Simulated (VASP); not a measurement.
These are optB86b-vdW, VASP's PBE PAW potentials (set 64) (plane waves; VASP) values and carry that method's errors.

VASP ran on this input.

**INCAR**
```
SYSTEM = CoSi2
PREC = Accurate
ENCUT = 520
EDIFF = 1E-7
NELM = 100
ALGO = Normal
LREAL = .FALSE.
LASPH = .TRUE.
ISMEAR = 1
SIGMA = 0.1
GGA = MK
PARAM1 = 0.1234
PARAM2 = 1.0
LUSE_VDW = .TRUE.
AGGAC = 0.0
LMAXMIX = 4
LWAVE = .FALSE.
LCHARG = .FALSE.
ISIF = 2
```

KPOINTS:
```
Automatic mesh
0
Gamma
10 10 10
0 0 0
```

POSCAR:
```
CoSi2
1
    0.0000000000     2.6188297230     2.6188297230
    2.6188297230     0.0000000000     2.6188297230
    2.6188297230     2.6188297230     0.0000000000
Co Si
1 2
Direct
  0.0000000000   0.0000000000   0.0000000000
  0.2500000000   0.2500000000   0.2500000000
  0.7500000000   0.7500000000   0.7500000000
```

POTCAR, in this order: Co Si (PBE.64 set). Program: vasp_std.

What VASP printed:

### OUTCAR
```
 ion  position               nearest neighbor table
   1  0.000  0.000  0.000-   3 2.27   3 2.27   3 2.27   2 2.27   3 2.27   2 2.27   2 2.27   2 2.27
  LATTYP: Found a face centered cubic cell.
 ALAT       =     5.2376594460
 Subroutine PRICEL returns:
 Original cell was already a primitive cell.
 Subroutine GETGRP returns: Found 48 space group operations
The static configuration has the point symmetry O_h .
The dynamic configuration has the point symmetry O_h .
 Subroutine INISYM returns: Found 48 space group operations
 Subroutine IBZKPT returns following result:
 Found     47 irreducible k-points:

 Following reciprocal coordinates:
            Coordinates               Weight
  0.000000  0.000000  0.000000      1.000000
  0.100000  0.000000  0.000000      8.000000
  0.200000  0.000000  0.000000      8.000000
  0.300000  0.000000  0.000000      8.000000
  0.400000  0.000000  0.000000      8.000000
  0.500000  0.000000  0.000000      4.000000
  0.100000  0.100000  0.000000      6.000000
  0.200000  0.100000  0.000000     24.000000
  0.300000  0.100000  0.000000     24.000000
  0.400000  0.100000  0.000000     24.000000
  0.500000  0.100000  0.000000     24.000000
 -0.400000  0.100000  0.000000     24.000000
 -0.300000  0.100000  0.000000     24.000000
 -0.200000  0.100000  0.000000     24.000000
 -0.100000  0.100000  0.000000     12.000000
  0.200000  0.200000  0.000000      6.000000
  0.300000  0.200000  0.000000     24.000000
  0.400000  0.200000  0.000000     24.000000
  0.500000  0.200000  0.000000     24.000000
 -0.400000  0.200000  0.000000     24.000000
 -0.300000  0.200000  0.000000     24.000000
 -0.200000  0.200000  0.000000     12.000000
  0.300000  0.300000  0.000000      6.000000
  0.400000  0.300000  0.000000     24.000000
  0.500000  0.300000  0.000000     24.000000
...
```

### OSZICAR
```
       N       E                     dE             d eps       ncg     rms          rms(c)
DAV:   1     0.773110936414E+02    0.77311E+02   -0.72290E+03  1128   0.137E+03
DAV:   2    -0.114285554648E+02   -0.88740E+02   -0.83412E+02  1148   0.264E+02
DAV:   3    -0.157560820039E+02   -0.43275E+01   -0.41670E+01  1464   0.653E+01
DAV:   4    -0.158574315229E+02   -0.10135E+00   -0.10124E+00  1360   0.958E+00
DAV:   5    -0.158604933448E+02   -0.30618E-02   -0.30594E-02  1500   0.172E+00    0.148E+01
DAV:   6    -0.183508710277E+02   -0.24904E+01   -0.32692E+01  1396   0.125E+02    0.149E+01
DAV:   7    -0.146212172586E+02    0.37297E+01   -0.14246E+01  1480   0.991E+01    0.402E+00
DAV:   8    -0.146086469935E+02    0.12570E-01   -0.71686E-01  1284   0.677E+00    0.167E+00
DAV:   9    -0.145835945899E+02    0.25052E-01   -0.99979E-02  1396   0.701E+00    0.413E-01
DAV:  10    -0.145840292437E+02   -0.43465E-03   -0.78561E-03  1540   0.149E+00    0.171E-01
DAV:  11    -0.145837223831E+02    0.30686E-03   -0.12431E-03  1504   0.796E-01    0.355E-02
DAV:  12    -0.145837356708E+02   -0.13288E-04   -0.64799E-05  1276   0.744E-02    0.146E-02
DAV:  13    -0.145837355553E+02    0.11554E-06   -0.40452E-06  1764   0.306E-02    0.574E-03
DAV:  14    -0.145837356856E+02   -0.13035E-06   -0.32027E-07  1280   0.551E-03    0.371E-03
DAV:  15    -0.145837358567E+02   -0.17105E-06   -0.34059E-07  1172   0.123E-02    0.491E-04
DAV:  16    -0.145837358950E+02   -0.38356E-07   -0.33308E-08   656   0.155E-03
   1 F= -.14583736E+02 E0= -.14583985E+02  d E =0.746474E-03
```

**OUTCAR**
```
------------------------ aborting loop because EDIFF is reached ----------------------------------------
  FORCE on cell =-STRESS in cart. coord.  units (eV):
  Direction    XX          YY          ZZ          XY          YZ          ZX
  --------------------------------------------------------------------------------------
  Total        2.8631332      2.8631332      2.8631332     -0.0000000     -0.0000000      0.0000000
  in kB      127.7027813    127.7027813    127.7027813     -0.0000000     -0.0000000      0.0000000
  external PRESSURE =     127.7027813 kB  Pullay stress =       0.0000000 kB
  volume of cell :       35.92
      direct lattice vectors                 reciprocal lattice vectors
     0.000000000  2.618829723  2.618829723    -0.190924975  0.190924975  0.190924975
     2.618829723  0.000000000  2.618829723     0.190924975 -0.190924975  0.190924975
     2.618829723  2.618829723  0.000000000     0.190924975  0.190924975 -0.190924975
 POSITION                                       TOTAL-FORCE (eV/Angst)
 -----------------------------------------------------------------------------------
      0.00000      0.00000      0.00000         0.000000      0.000000      0.000000
      1.30941      1.30941      1.30941         0.000000      0.000000      0.000000
      3.92824      3.92824      3.92824        -0.000000     -0.000000     -0.000000
 -----------------------------------------------------------------------------------
    total drift:                               -0.000000     -0.000000      0.000000
  FREE ENERGIE OF THE ION-ELECTRON SYSTEM (eV)
  ---------------------------------------------------
  free  energy   TOTEN  =       -14.5837358950 eV

  energy  without entropy=      -14.5844823690  energy(sigma->0) =      -14.58398472
```
(Selected blocks of OUTCAR.)

### OUTCAR
```
 val. band max:       10.9058463410   @ k =   0.4000   0.0000   0.0000

 cond. band min:      10.9898431187   @ k =  -0.2000   0.3000   0.1000


 Fermi energy:        10.9524047272

 k-point     1 :       0.0000    0.0000    0.0000
  band No.  band energies     occupation
      1      -2.6578      2.00000
      2       6.5820      2.00000
      3       6.5820      2.00000
      4       6.5820      2.00000
      5       8.8278      2.00000
      6       8.8278      2.00000
      7      12.4157     -0.00000
      8      14.4638      0.00000
      9      14.4638      0.00000
     10      14.6574      0.00000
     11      14.6574      0.00000
     12      14.6574      0.00000

 k-point     2 :       0.1000    0.0000    0.0000
  band No.  band energies     occupation
      1      -2.4981      2.00000
      2       6.2406      2.00000
      3       6.6389      2.00000
      4       6.6389      2.00000
      5       8.7806      2.00000
      6       8.7806      2.00000
      7      12.1793     -0.00000
      8      13.0959      0.00000
      9      13.6253      0.00000
     10      13.6253      0.00000
     11      15.5477      0.00000
     12      15.5477      0.00000

 k-point     3 :       0.2000    0.0000    0.0000
  band No.  band energies     occupation
      1      -2.0237      2.00000
      2       5.3273      2.00000
      3       6.7867      2.00000
      4       6.7867      2.00000
      5       8.6965      2.00000
      6       8.6965      2.00000
      7      10.6868      2.00112
      8      12.7066     -0.00000
      9      12.7066     -0.00000
     10      13.4789      0.00000
     11      15.3882      0.00000
     12      15.3882      0.00000

 k-point     4 :       0.3000    0.0000    0.0000
  band No.  band energies     occupation
      1      -1.2495      2.00000
      2       4.0375      2.00000
      3       6.9529      2.00000
      4       6.9529      2.00000
      5       8.7145      2.00000
      6       8.7145      2.00000
...
```

The compound is CoSi2 in the fluorite structure. This cell is one point of a volume scan, at 0.94 of the reference volume. The run is not spin-polarised, so no magnetic state was tried. The electron count is odd and the run is not spin-polarised, which forces a metal.
